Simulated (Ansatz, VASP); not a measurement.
**C (amorphous film on crystalline C, (100)) in two plane-wave programs**

One calculation is typed for both programs; each brings its own data sets. How far apart do they land? The cell is taken from a series of runs on this material, whose earlier steps may have relaxed, scaled, displaced or heated it; both programs get it as it stands.

Method: plane waves, with VASP 6.6.1 beside it; single point at LDA, in Ansatz 0.2.0.

### 1. Set-up

The cell holds 216 atoms: 216 C. Cell: a = 10.698 Å, b = 10.698 Å, c = 22.983 Å, α = 90.0°, β = 90.0°, γ = 90.0°. It derives from C (diamond C). As first built, before any earlier steps moved the atoms (in the runner's words): A 3 x 3 x 3 block of diamond C (a = 3.566 A) with its (100) planes normal to z; the lower 33 % held fixed, the rest melted at 8000 K for 10 ps and cooled to 300 K at 100 K/ps with the Tersoff potential (Tersoff, Phys. Rev. B 39, 5566 (1989)); then all atoms free for 10 ps at 300 K, under. . Vacuum lies along c.

### 2. Ansatz: single point, LDA

Ansatz runs on its default PAW (the set named soft_2) files.

A single point gives forces, pressure and levels at one fixed geometry, so differences don't come from the geometry; what else differs is listed under the comparison.

File input.yaml:

```yaml
crystal:
  lattice:
    - [10.698, 0.0, 0.0]
    - [0.0, 10.698, 0.0]
    - [0.0, 0.0, 22.98329]
  atoms:
    - { symbol: C, position: [0.01834, 0.78256, 0.95181] }
    - { symbol: C, position: [0.10277, 0.87134, 0.98435] }
    - { symbol: C, position: [0.01965, 0.95112, 0.02644] }
    - { symbol: C, position: [0.10468, 0.03615, 0.0675] }
    - { symbol: C, position: [0.1819, 0.78924, 0.02282] }
    - { symbol: C, position: [0.26638, 0.87444, 0.06522] }
    - { symbol: C, position: [0.18232, 0.96607, 0.95254] }
    - { symbol: C, position: [0.2713, 0.04286, 0.98641] }
    - { symbol: C, position: [0.01828, 0.12174, 0.95651] }
    - { symbol: C, position: [0.1023, 0.20339, 0.9923] }
    - { symbol: C, position: [0.02155, 0.28967, 0.03039] }
    - { symbol: C, position: [0.10872, 0.36946, 0.06858] }
    - { symbol: C, position: [0.18834, 0.11983, 0.03068] }
    - { symbol: C, position: [0.27644, 0.20256, 0.0679] }
    - { symbol: C, position: [0.18245, 0.28562, 0.95852] }
    - { symbol: C, position: [0.2705, 0.36706, 0.98893] }
    - { symbol: C, position: [0.02219, 0.45025, 0.95637] }
    - { symbol: C, position: [0.10874, 0.53089, 0.98958] }
    - { symbol: C, position: [0.02194, 0.62391, 0.0268] }
    - { symbol: C, position: [0.09842, 0.70626, 0.06468] }
    - { symbol: C, position: [0.18839, 0.45189, 0.02841] }
    - { symbol: C, position: [0.26802, 0.53618, 0.06627] }
    - { symbol: C, position: [0.19082, 0.61573, 0.95568] }
    - { symbol: C, position: [0.27319, 0.70361, 0.98657] }
    - { symbol: C, position: [0.35726, 0.78482, 0.953] }
    - { symbol: C, position: [0.44319, 0.87054, 0.9863] }
    - { symbol: C, position: [0.35263, 0.9557, 0.02437] }
    - { symbol: C, position: [0.43838, 0.03347, 0.06795] }
    - { symbol: C, position: [0.52334, 0.78349, 0.02784] }
    - { symbol: C, position: [0.60359, 0.87153, 0.06745] }
[... 180 atom lines left out ...]
    - { symbol: C, position: [0.76373, 0.00188, 0.32167] }
    - { symbol: C, position: [0.74058, 0.13903, 0.39748] }
    - { symbol: C, position: [0.95097, 0.67685, 0.20287] }
    - { symbol: C, position: [0.82585, 0.77377, 0.36323] }
    - { symbol: C, position: [0.73815, 0.22667, 0.30277] }
    - { symbol: C, position: [0.43231, 0.24721, 0.20231] }
kpoints:
  mp_grid: { grid: [1, 1, 1] }
hamiltonian:
  xc: lda
scf:
  occupations: { method: fermi_dirac, width: 0.025 }
output:
  forces: true
```

Run with:

```bash
> ansatz run input.yaml --threads 4 --pin off --max-ram 8192MiB --backend cpu --events-out ev --progress --plain --runs-dir out
```

Numbers of over 12 decimals in the logs are rounded to 6 here.

The program printed:

```text
Engine: ansatz 0.2.0, aarch64-unknown-linux-gnu
Pseudopotentials: kind: paw
Pseudopotential: C, paw, valence charge 4, recommended cutoff 420 eV (normal), C.paw.azcp
Functional definition: SPW92
  exchange = slater_x
  correlation = pw_c
Crystal: 216 atoms, lattice volume = 2630.373 Å³
Basis set: ecut = 420 eV, 51353 PW (Γ)
Bands: 648, of which v1, the nominal top of the filled ones, is band 432 counted from 1 (431 counted from 0)
Symmetry: 1 space group operations
Space group: P1 (ITA 1), of the structure as read, at distance tolerance 1.4e-4 Å
k-points: 1
Non-local potential: C, projectors of the file, l = 0: 2, l = 1: 2, l = 2: 1
PAW form: soft (Blöchl's): semilocal exchange-correlation on the pseudo side does not see the compensation charge
PAW frozen core: C, regenerated for the run's functional, and the local potential with it (the file was generated under x = pbe(κ = 0.804, μ = 0.219515), c = pbe(β = 0.066725))
PAW one-centre angular grid: C, 110 points (default); XC on 64 Gauss nodes
Initial density: superposition of atomic densities (neutral atoms: chi_scale 0, normalization atom), corrected by the library's trained network
Initial wavefunctions: pseudopotential atomic-orbital guess
Functional: x = slater, c = lda
SCF iter   1: F=—  HF=-52291.805899 eV  |F-HF|=—  |Δ(HF+E_count)|=         —  Δρ=2.49e-2  dr2=2.26e2  ethr=1.77e-3  ⟨swp⟩=7.0  Hψ=3322  notcnv=0  defer=167
preconditioner: auto → LDOS  [metal: Δε(μ)=0.043 eV  Ē_g=14.367 eV  σ=0.025 eV  W_gap=0.41  n_scr=508 (ndim 8)  ℏωp=21.3 eV  f_vac=0.389  D(μ)=57.17/eV (n_scr^D=346)  β→1.0]
SCF iter   2: F=—  HF=-52288.628655 eV  |F-HF|=—  |Δ(HF+E_count)|=    3.18e0  Δρ=1.63e-2  dr2=2.98e1  ethr=1.77e-3  ⟨swp⟩=2.0  Hψ=822  notcnv=0  defer=195
SCF iter   3: F=—  HF=-52287.233723 eV  |F-HF|=—  |Δ(HF+E_count)|=    1.39e0  Δρ=5.81e-3  dr2=2.17e0  ethr=1.77e-3  ⟨swp⟩=2.0  Hψ=554  notcnv=0  defer=195
SCF iter   4: F=—  HF=-52287.081349 eV  |F-HF|=—  |Δ(HF+E_count)|=   1.52e-1  Δρ=1.94e-3  dr2=2.16e-1  ethr=2.51e-4  ⟨swp⟩=2.0  Hψ=643  notcnv=0  defer=195
SCF iter   5: F=—  HF=-52287.071790 eV  |F-HF|=—  |Δ(HF+E_count)|=   9.56e-3  Δρ=1.05e-3  dr2=8.69e-2  ethr=2.50e-5  ⟨swp⟩=4.0  Hψ=824  notcnv=0  defer=195
SCF iter   6: F=—  HF=-52287.066771 eV  |F-HF|=—  |Δ(HF+E_count)|=   5.02e-3  Δρ=4.03e-4  dr2=9.87e-3  ethr=1.01e-5  ⟨swp⟩=3.0  Hψ=750  notcnv=0  defer=193
SCF iter   7: F=—  HF=-52287.066288 eV  |F-HF|=—  |Δ(HF+E_count)|=   4.84e-4  Δρ=1.84e-4  dr2=1.88e-3  ethr=1.14e-6  ⟨swp⟩=2.0  Hψ=873  notcnv=0  defer=193
SCF iter   8: F=—  HF=-52287.066243 eV  |F-HF|=—  |Δ(HF+E_count)|=   4.46e-5  Δρ=8.91e-5  dr2=4.10e-4  ethr=2.17e-7  ⟨swp⟩=3.0  Hψ=521  notcnv=0  defer=193
SCF iter   9: F=—  HF=-52287.066279 eV  |F-HF|=—  |Δ(HF+E_count)|=   3.57e-5  Δρ=3.91e-5  dr2=7.50e-5  ethr=4.75e-8  ⟨swp⟩=3.0  Hψ=636  notcnv=0  defer=193
SCF iter  10: F=—  HF=-52287.068329 eV  |F-HF|=—  |Δ(HF+E_count)|=   2.05e-3  Δρ=1.97e-5  dr2=1.94e-5  ethr=8.68e-9  ⟨swp⟩=2.0  Hψ=892  notcnv=0  defer=193
SCF iter  11: F=—  HF=-52287.068332 eV  |F-HF|=—  |Δ(HF+E_count)|=   2.80e-6  Δρ=9.21e-6  dr2=4.47e-6  ethr=2.25e-9  ⟨swp⟩=2.0  Hψ=505  notcnv=0  defer=193
SCF iter  12: F=—  HF=-52287.068333 eV  |F-HF|=—  |Δ(HF+E_count)|=   6.91e-7  Δρ=3.96e-6  dr2=7.74e-7  ethr=5.17e-10  ⟨swp⟩=2.0  Hψ=573  notcnv=0  defer=193
SCF iter  13: F=—  HF=-52287.068333 eV  |F-HF|=—  |Δ(HF+E_count)|=   6.79e-8  Δρ=2.02e-6  dr2=1.90e-7  ethr=8.95e-11  ⟨swp⟩=2.0  Hψ=640  notcnv=0  defer=193
SCF iter  14: F=-52287.068333 eV  HF=-52287.068333 eV  |F-HF|=3.80e-8  |Δ(HF+E_count)|=   1.79e-8  Δρ=1.15e-6  dr2=5.98e-8  ethr=1.16e-11  ⟨swp⟩=3.0  Hψ=1515  notcnv=0
SCF 1 converged in 14 iterations: F = -52287.068333 eV  dr2 = 5.98e-8
  greatest PAW one-centre occupation: 0.689 electrons in one spin orbital (limit 2), on the C atom at site 211 (counted from 0), in its partial waves of l = 0
SCF converged after 14 iterations
Free energy (F): -52287.068333 eV
Harris-Foulkes:  -52287.068333 eV  (|F-HF|=3.80e-8)
Internal energy: -52286.951740 eV  (E = F + TS)
E sigma→0 (E₀):  -52287.010036 eV
Entropy (-TS):   -0.116593 eV (-0.540 meV/atom)
Fermi energy:    2.901686 eV
--- Per-component energies (eV) ---
  E_band       = -5028.105484
  E_kinetic    = 19323.122062
  E_local      = -471863.088272  (includes V_loc(G=0)·N_el)
  E_nonlocal   = 6026.164541
  E_hartree    = 227870.772454
  E_xc         = -10207.097753
  E_vxc        = -12688.162921  (∫ρ·V_xc dr)
  E_paw        = -19772.993452  (= ΣΔE_a)
  E_vpaw       = -1567.660376  (= ΣTr[D̂ρ^β])
  E_aug_tail   = 0.001909  (compensation charges beyond the density's cutoff)
  E_ewald      = 196322.594951
  E_core_change = 13.571821  (= ΣΔE_core)
  E_smearing   = -0.116593  (= −TS)
  E_closure    = -0.000000  (closes the sum)
  Σ components = -52287.068333   (vs F -52287.068333, Δ=0.00e0)
--- Forces (eV/Å), atoms counted from 1 ---
[...]
atom  52  C     -1.78730730     0.61691177    -0.32060684
  atom  53  C      0.02849619     1.48002359    -0.20332274
  atom  54  C      1.10751000     0.34952595    -0.82796945
  atom  55  C     -0.15783015     0.15945039    -0.33024962
  atom  56  C     -1.09940062     0.97810846    -0.99982667
  atom  57  C      0.07727372    -0.12290855    -0.85632064
  atom  58  C     -0.66321795     0.36340171     0.01537074
  atom  59  C      0.35856373    -0.16828324     0.01298250
  atom  60  C      1.16046072    -0.83815764    -0.08153765
  atom  61  C      0.73670744    -0.21857298     0.86459940
  atom  62  C     -1.87085168    -1.19794158    -0.25754100
  atom  63  C      0.32775193    -0.46406856    -0.31327020
  atom  64  C      0.71726889     2.04561902     1.45108364
  atom  65  C      0.27461087     1.06639783    -0.01314698
  atom  66  C      0.64947146    -1.42266795     0.59385821
  atom  67  C     -0.99618514    -0.00339602     0.68194649
  atom  68  C      0.52850780    -0.13777094    -0.74433271
  atom  69  C     -1.25047569     0.51934280    -0.30781573
  atom  70  C      0.47505254    -1.39928813    -0.24310630
  atom  71  C     -0.18082968     0.40472720    -1.30666367
  atom  72  C     -0.42290707    -0.40553423     1.09798610
  atom  73  C      0.55369663     1.51268629     2.53292976
  atom  74  C     -1.68954840     1.37215053    -1.93414606
  atom  75  C     -2.41333466    -1.14020420    -0.66924853
[...]
atom 209  C     -0.13730113    -1.77172597    -1.68111606
  atom 210  C      0.95131501    -0.17395700     1.45192859
  atom 211  C     -4.93735143    -3.27132489    -1.18912429
  atom 212  C     -1.56318563     1.32161350     2.07269008
  atom 213  C     -0.79554189    -0.20252881    -0.10060433
  atom 214  C      0.49198341     0.29926918    -0.90747449
  atom 215  C     -2.83691688     2.09662769    -0.88334356
  atom 216  C      2.02135395     1.11877009    -1.92706806
  max |Σ_I F_I| component: 2.74e-4 eV/Å
```

The column dr2 measures how far the density is from self-consistency, as an energy; F and HF (Harris–Foulkes) agree once it is small.

### 3. VASP: single point, LDA

The same cell, functional (in two slightly different forms), mesh and smearing now go to VASP, with its own data sets.

Lines of VASP's logs that name or quote its potential files are left out, and so is its time.

File INCAR:

```
SYSTEM = C
PREC = Accurate
ENCUT = 520
EDIFF = 1E-06
NELM = 120
ISMEAR = -1
SIGMA = 0.025
LREAL = Auto
ALGO = Normal
GGA = PW92
NBANDS = 583
LORBIT = 11
LWAVE = .FALSE.
LCHARG = .FALSE.
ISIF = 2
LASPH = .TRUE.
GGA_COMPAT = .FALSE.
```

File POSCAR:

```
C
1.0
   10.6980000000      0.0000000000      0.0000000000
    0.0000000000     10.6980000000      0.0000000000
    0.0000000000      0.0000000000     22.9832900000
C
216
Direct
    0.0183400000      0.7825600000      0.9518100000
    0.1027700000      0.8713400000      0.9843500000
    0.0196500000      0.9511200000      0.0264400000
    0.1046800000      0.0361500000      0.0675000000
    0.1819000000      0.7892400000      0.0228200000
    0.2663800000      0.8744400000      0.0652200000
    0.1823200000      0.9660700000      0.9525400000
    0.2713000000      0.0428600000      0.9864100000
    0.0182800000      0.1217400000      0.9565100000
    0.1023000000      0.2033900000      0.9923000000
    0.0215500000      0.2896700000      0.0303900000
    0.1087200000      0.3694600000      0.0685800000
    0.1883400000      0.1198300000      0.0306800000
    0.2764400000      0.2025600000      0.0679000000
    0.1824500000      0.2856200000      0.9585200000
    0.2705000000      0.3670600000      0.9889300000
    0.0221900000      0.4502500000      0.9563700000
    0.1087400000      0.5308900000      0.9895800000
    0.0219400000      0.6239100000      0.0268000000
    0.0984200000      0.7062600000      0.0646800000
    0.1883900000      0.4518900000      0.0284100000
    0.2680200000      0.5361800000      0.0662700000
    0.1908200000      0.6157300000      0.9556800000
    0.2731900000      0.7036100000      0.9865700000
    0.3572600000      0.7848200000      0.9530000000
    0.4431900000      0.8705400000      0.9863000000
    0.3526300000      0.9557000000      0.0243700000
    0.4383800000      0.0334700000      0.0679500000
    0.5233400000      0.7834900000      0.0278400000
    0.6035900000      0.8715300000      0.0674500000
[... 180 atom lines left out ...]
    0.7637300000      0.0018800000      0.3216700000
    0.7405800000      0.1390300000      0.3974800000
    0.9509700000      0.6768500000      0.2028700000
    0.8258500000      0.7737700000      0.3632300000
    0.7381500000      0.2266700000      0.3027700000
    0.4323100000      0.2472100000      0.2023100000
```

File KPOINTS:

```
Automatic mesh
0
Gamma
1 1 1
0 0 0
```

PAW data sets: C (LDA family, release 64).

Run with:

```bash
> export OMP_NUM_THREADS=3
> mpirun -np 1 vasp_gam
```

The program printed:

```text
[banner, memory and clock lines left out]
running    1 mpi-ranks, on    1 nodes
[...]
Offloading initialized ...    1 GPUs detected
[...]
|                                                                             |
|               ----> ADVICE to this user running VASP <----                  |
|                                                                             |
|     You enforced a specific xc type in the INCAR file but a different       |
|     [... a line on the potential file left out ...]
|     I HOPE YOU KNOW WHAT YOU ARE DOING!                                     |
|                                                                             |

 LDA part: xc-table for (Slater(with rela. corr.)+PW92), standard interpolation
 POSCAR, INCAR and KPOINTS ok, starting setup
[...]
entering main loop
       N       E                     dE             d eps       ncg     rms          rms(c)
DAV:   1     0.624353857082E+04    0.62435E+04   -0.48707E+05  1166   0.142E+03
DAV:   2    -0.142790221883E+04   -0.76714E+04   -0.72562E+04  1469   0.341E+02
DAV:   3    -0.205595083760E+04   -0.62805E+03   -0.61011E+03  1436   0.949E+01
DAV:   4    -0.208034868920E+04   -0.24398E+02   -0.24230E+02  1524   0.197E+01
[...]
DAV:  37    -0.199059153633E+04   -0.36856E-05   -0.21556E-07   860   0.326E-04    0.246E-04
DAV:  38    -0.199059153793E+04   -0.16022E-05   -0.13210E-07   836   0.262E-04    0.205E-04
DAV:  39    -0.199059153860E+04   -0.66502E-06   -0.94826E-08   836   0.191E-04
   1 F= -.19905915E+04 E0= -.19905327E+04  d E =-.117621E+00
```

OUTCAR, selected parts (step 3):

```text
  FREE ENERGIE OF THE ION-ELECTRON SYSTEM (eV)
  ---------------------------------------------------
  free  energy   TOTEN  =     -1990.5915385998 eV

  energy  without entropy=    -1990.4739177915  energy(sigma->0) =    -1990.53272820
```

### 4. Side by side

Known differences besides the potentials themselves: the two LDA forms differ slightly; the cutoff is 420 eV in Ansatz and 520 eV in VASP (PREC = Accurate, projectors in real space); VASP's log shows a relativistic correction to its local exchange, Ansatz's none. Total energies have different zeros and are not compared.

Forces on 10 of the 216 atoms, those with the largest forces and the largest differences (eV/Å; atoms numbered as in POSCAR):

```
atom          Ansatz x, y, z            VASP x, y, z
 C15    0.602, 0.414, -1.036    0.600, 0.407, -1.084
 C41  -1.100, -0.789, -0.337  -1.112, -0.792, -0.384
 C47  -0.261, -0.239, -1.344  -0.249, -0.242, -1.390
 C87   -0.512, -4.178, 0.292   -0.512, -4.169, 0.329
C109     4.491, 0.703, 1.807     4.495, 0.702, 1.816
C128     1.621, 1.157, 5.095     1.624, 1.168, 5.100
C199     3.922, 1.446, 1.415     3.920, 1.443, 1.434
C203  -3.206, -2.819, -1.128  -3.177, -2.826, -1.118
C204    1.794, -3.311, 2.345    1.813, -3.316, 2.351
C211  -4.937, -3.271, -1.189  -4.942, -3.277, -1.180
```

The forces differ by 11 meV/Å r.m.s., which is 0.9 % of the r.m.s. force of 1.340 eV/Å (both taken over all components). With vacuum in the cell, a pressure given here is an average over mostly empty space and none of the material.

### 5. Outcome

```
r.m.s. force difference (single point, LDA) : 0.85 % of the r.m.s. force
```

The r.m.s. force difference is 0.85 % of the r.m.s. force (single point, LDA), within the 3 % picked in this series as the mark of a large difference. Such differences can come from data sets, numerical settings and the points named under the comparisons, not from the functional's error against experiment.

[Lines on the potential files, build, host, timing and source positions are cut from VASP's logs without a mark.]

[Logs are printed without paths, hosts, clocks, repeated set-up lines and the standing remarks that a program may print on its own settings, such as how far it seeks lower states.]

[Hosts, paths, dates, database ids (printed as entryN), source tags and the programs' standing remarks are cut or masked in the printed files.]
